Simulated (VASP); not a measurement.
Output of a VASP run:

### OUTCAR
```
 ion  position               nearest neighbor table
   1  0.000  0.000  0.000-
   2  0.500  0.500  0.500-
  LATTYP: Found a face centered cubic cell.
 ALAT       =     4.0547823366
 Subroutine PRICEL returns:
 Original cell was already a primitive cell.
 Subroutine GETGRP returns: Found 48 space group operations
The static configuration has the point symmetry O_h .
The dynamic configuration has the point symmetry O_h .
 Subroutine INISYM returns: Found 48 space group operations
 Subroutine IBZKPT returns following result:
 Found     72 irreducible k-points:

 Following reciprocal coordinates:
            Coordinates               Weight
  0.000000  0.000000  0.000000      1.000000
  0.083333  0.000000  0.000000      8.000000
  0.166667  0.000000  0.000000      8.000000
  0.250000  0.000000  0.000000      8.000000
  0.333333  0.000000  0.000000      8.000000
  0.416667  0.000000  0.000000      8.000000
  0.500000  0.000000  0.000000      4.000000
  0.083333  0.083333  0.000000      6.000000
  0.166667  0.083333  0.000000     24.000000
  0.250000  0.083333  0.000000     24.000000
  0.333333  0.083333  0.000000     24.000000
  0.416667  0.083333  0.000000     24.000000
  0.500000  0.083333  0.000000     24.000000
 -0.416667  0.083333  0.000000     24.000000
 -0.333333  0.083333  0.000000     24.000000
 -0.250000  0.083333  0.000000     24.000000
 -0.166667  0.083333  0.000000     24.000000
 -0.083333  0.083333  0.000000     12.000000
  0.166667  0.166667  0.000000      6.000000
  0.250000  0.166667  0.000000     24.000000
  0.333333  0.166667  0.000000     24.000000
  0.416667  0.166667  0.000000     24.000000
  0.500000  0.166667  0.000000     24.000000
 -0.416667  0.166667  0.000000     24.000000
 -0.333333  0.166667  0.000000     24.000000
 -0.250000  0.166667  0.000000     24.000000
 -0.166667  0.166667  0.000000     12.000000
  0.250000  0.250000  0.000000      6.000000
  0.333333  0.250000  0.000000     24.000000
  0.416667  0.250000  0.000000     24.000000
  0.500000  0.250000  0.000000     24.000000
 -0.416667  0.250000  0.000000     24.000000
 -0.333333  0.250000  0.000000     24.000000
 -0.250000  0.250000  0.000000     12.000000
  0.333333  0.333333  0.000000      6.000000
  0.416667  0.333333  0.000000     24.000000
  0.500000  0.333333  0.000000     24.000000
 -0.416667  0.333333  0.000000     24.000000
 -0.333333  0.333333  0.000000     12.000000
  0.416667  0.416667  0.000000      6.000000
   k-points           NKPTS =     72   k-points in BZ     NKDIM =     72   number of bands    NBANDS=      6
   number of dos      NEDOS =    601   number of ions     NIONS =      2
   total plane-waves  NPLWV =  13824
   dimension x,y,z NGX =    24 NGY =   24 NGZ =   24
   dimension x,y,z NGXF=    48 NGYF=   48 NGZF=   48
   ions per type =               1   1
   PREC   = accura    normal or accurate (medium, high low for compatibility)
   ISTART =      0    job   : 0-new  1-cont  2-samecut
   ICHARG =      2    charge: 1-file 2-atom 10-const
   ISPIN  =      1    spin polarized calculation?
   LNONCOLLINEAR =      F non collinear calculations
   LSORBIT =      F    spin-orbit coupling
   INIWAV =      1    electr: 0-lowe 1-rand  2-diag
   ENCUT  =  520.0 eV  38.22 Ry    6.18 a.u.   5.33  5.33  5.33*2*pi/ulx,y,z
   NELM   =    100;   NELMIN=  2; NELMDL= -5     # of ELM steps
   EDIFF  = 0.1E-06   stopping-criterion for ELM
   LREAL  =      F    real-space projection
   NLSPLINE    = F    spline interpolate recip. space projectors
   LMAXMIX     =    2 max onsite mixed and CHGCAR
   VOSKOWN=      0    Vosko Wilk Nusair interpolation
   EDIFFG = 0.1E-05   stopping-criterion for IOM
   NSW    =      0    number of steps for IOM
   NBLOCK =      1;   KBLOCK =      1    inner block; outer block
   IBRION =     -1    ionic relax: 0-MD 1-quasi-New 2-CG
...
```

**OSZICAR**
```
       N       E                     dE             d eps       ncg     rms          rms(c)
DAV:   1    -0.117635513028E+01   -0.11764E+01   -0.14135E+03   876   0.599E+02
DAV:   2    -0.614094605348E+01   -0.49646E+01   -0.49540E+01  1134   0.685E+01
DAV:   3    -0.625374210075E+01   -0.11280E+00   -0.11280E+00  1110   0.954E+00
DAV:   4    -0.625507853975E+01   -0.13364E-02   -0.13364E-02  1158   0.880E-01
DAV:   5    -0.625508404363E+01   -0.55039E-05   -0.55039E-05  1098   0.465E-02    0.293E+00
DAV:   6    -0.606777166783E+01    0.18731E+00   -0.15624E-01   948   0.184E+00    0.148E+00
DAV:   7    -0.600617797337E+01    0.61594E-01   -0.21183E-01  1110   0.244E+00    0.232E-01
DAV:   8    -0.600870326113E+01   -0.25253E-02   -0.61228E-03   990   0.676E-01    0.409E-02
DAV:   9    -0.600867491068E+01    0.28350E-04   -0.24575E-04  1314   0.981E-02    0.943E-03
DAV:  10    -0.600867230785E+01    0.26028E-05   -0.75258E-06  1008   0.218E-02    0.207E-03
DAV:  11    -0.600867057358E+01    0.17343E-05   -0.32843E-07  1248   0.424E-03    0.667E-04
DAV:  12    -0.600866884637E+01    0.17272E-05   -0.19132E-08   774   0.161E-03    0.644E-04
DAV:  13    -0.600866955230E+01   -0.70593E-06   -0.10042E-08   444   0.791E-04    0.283E-05
DAV:  14    -0.600866959954E+01   -0.47237E-07   -0.54186E-10   438   0.255E-04
   1 F= -.60086696E+01 E0= -.60086696E+01  d E =0.000000E+00
```

File OUTCAR:
```
------------------------ aborting loop because EDIFF is reached ----------------------------------------
  FORCE on cell =-STRESS in cart. coord.  units (eV):
  Direction    XX          YY          ZZ          XY          YZ          ZX
  --------------------------------------------------------------------------------------
  Total       -0.0038770     -0.0038770     -0.0038770      0.0000000      0.0000000      0.0000000
  in kB       -0.3727006     -0.3727006     -0.3727006      0.0000000      0.0000000      0.0000000
  external PRESSURE =      -0.3727006 kB  Pullay stress =       0.0000000 kB
  volume of cell :       16.67
      direct lattice vectors                 reciprocal lattice vectors
     0.000000000  2.027391168  2.027391168    -0.246622363  0.246622363  0.246622363
     2.027391168  0.000000000  2.027391168     0.246622363 -0.246622363  0.246622363
     2.027391168  2.027391168  0.000000000     0.246622363  0.246622363 -0.246622363
  FREE ENERGIE OF THE ION-ELECTRON SYSTEM (eV)
  ---------------------------------------------------
  free  energy   TOTEN  =        -6.0086695995 eV

  energy  without entropy=       -6.0086695995  energy(sigma->0) =       -6.00866960

 total charge

# of ion       s       p       d       tot
------------------------------------------
    1        2.018   0.052   0.000   2.070
    2        0.547   0.002   0.000   0.548
--------------------------------------------------
tot          2.565   0.054   0.000   2.619
```
(Selected blocks of OUTCAR.)

POSCAR:
```
LiH
1
    0.0000000000     2.0273911683     2.0273911683
    2.0273911683     0.0000000000     2.0273911683
    2.0273911683     2.0273911683    -0.0000000000
Li H
1 1
Direct
  0.0000000000   0.0000000000   0.0000000000
  0.5000000000   0.5000000000   0.5000000000
```

Reconstruct the remaining input files.

One answer among several that fit: the input of the run itself, revPBE GGA, plane waves, VASP's PBE PAW potentials (set 64).

**KPOINTS**
```
Automatic mesh
0
Gamma
12 12 12
0 0 0
```

INCAR:
```
# general
SYSTEM = LiH
PREC   = Accurate
ENCUT  = 520
LREAL  = .FALSE.
LASPH  = .TRUE.

# electronic loop
EDIFF  = 1E-7
NELM   = 100
ALGO   = Normal

# smearing
ISMEAR = -5

# functional
GGA    = RE

# ions
ISIF   = 2

# output
LWAVE  = .FALSE.
LCHARG = .TRUE.
LORBIT = 11
NEDOS  = 601
```

POTCAR, in this order: Li_sv H (PBE.64 set). Program: vasp_std.

The compound is LiH in the rock salt structure. It was relaxed first.
